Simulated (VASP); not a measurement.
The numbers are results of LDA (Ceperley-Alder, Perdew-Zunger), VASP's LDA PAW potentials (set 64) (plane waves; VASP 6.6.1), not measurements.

VASP ran on this input.

INCAR:
```
EDIFF  =  1E-6   # SCF stop (eV)
ISMEAR  =  -1
SIGMA  =  0.1
LASPH  =  T
ALGO  =  Normal
ISIF  =  2
LREAL  =  F
PREC  =  Accurate
SYSTEM  =  LaNi2B2C
NELM  =  100   # most electronic steps
LCHARG  =  F
LWAVE  =  F
LMAXMIX  =  6
ENCUT  =  400   # plane-wave cut-off (eV)
```

File KPOINTS:
```
Automatic mesh
0
Gamma
8 8 8
0 0 0
```

**POSCAR**
```
LaNi2B2C
5.5891310
 -0.3380140848   0.3380140848   0.8783467412
  0.3380140848  -0.3380140848   0.8783467412
  0.3380140848   0.3380140848  -0.8783467412
La Ni B C
1 2 2 1
Cart
  0.0000000000   0.0000000000   0.0000000000
  0.0000000000   0.3380140848   0.4391733706
  0.3380140848   0.0000000000   0.4391733706
  0.0000000000  -0.0000000000   0.6115577020
 -0.0000000000   0.0000000000   1.1451357804
  0.0000000000   0.0000000000   0.8783467412
```

POTCAR, in this order: La Ni B C (LDA.64 set). Program: vasp_std.

What will the output report for the number of irreducible k-points (NKPTS), largest plane-wave count, number of space-group operations, FFT grid (NGX, NGY, NGZ)?

number of irreducible k-points (NKPTS): 59
largest plane-wave count: 1300
number of space-group operations: 16
FFT grid (NGX, NGY, NGZ): 36 × 36 × 36

The structure comes from a computed database's LaNi2B2C entry (I4/mmm); how it stands against other phases isn't given here. The cell was not relaxed at this level. The run is not spin-polarised, so no magnetic state was tried. The electron count is odd and the run is not spin-polarised, which forces a metal.
